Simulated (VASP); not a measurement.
OSZICAR of a VASP run on Bi (a7):

OSZICAR:
```
       N       E                     dE             d eps       ncg     rms          rms(c)
DAV:   1     0.293460177900E+03    0.29346E+03   -0.16718E+04  5548   0.192E+03
DAV:   2     0.161110871926E+02   -0.27735E+03   -0.27337E+03  5560   0.458E+02
DAV:   3    -0.691209375592E+01   -0.23023E+02   -0.22695E+02  6478   0.155E+02
DAV:   4    -0.770482334768E+01   -0.79273E+00   -0.79028E+00  6171   0.312E+01
DAV:   5    -0.774471232522E+01   -0.39889E-01   -0.39887E-01  7522   0.632E+00    0.101E+00
DAV:   6    -0.774287902505E+01    0.18333E-02   -0.19831E-02  6769   0.159E+00    0.609E-01
DAV:   7    -0.774316782433E+01   -0.28880E-03   -0.12193E-02  6507   0.142E+00    0.112E-01
DAV:   8    -0.774334494398E+01   -0.17712E-03   -0.14957E-03  6018   0.488E-01    0.197E-02
DAV:   9    -0.774335962064E+01   -0.14677E-04   -0.57272E-05  7427   0.702E-02    0.960E-03
DAV:  10    -0.774335628479E+01    0.33358E-05   -0.61367E-06  6262   0.219E-02    0.155E-03
DAV:  11    -0.774335662131E+01   -0.33652E-06   -0.52118E-07  4938   0.577E-03    0.104E-03
DAV:  12    -0.774335641131E+01    0.21000E-06   -0.15603E-07  4543   0.365E-03    0.222E-04
DAV:  13    -0.774335644905E+01   -0.37743E-07   -0.23156E-08  2879   0.197E-03
   1 F= -.87501380E+01 E0= -.87501380E+01  d E =0.000000E+00
```

### Question
Which electronic solver shows in the log?

### Answer
It is blocked Davidson (ALGO = Normal, or the opening steps of other solvers). The INCAR had ALGO = Normal.

### Question
Can the final energy be trusted as converged?

### Answer
The calculation finished and met its thresholds. It stopped with EDIFF = 1E-7, NELM = 100 (PBE GGA with D4 dispersion, plane waves, VASP's PBE PAW potentials (set 64)).

The compound is Bi in the a7 structure. It was relaxed first.
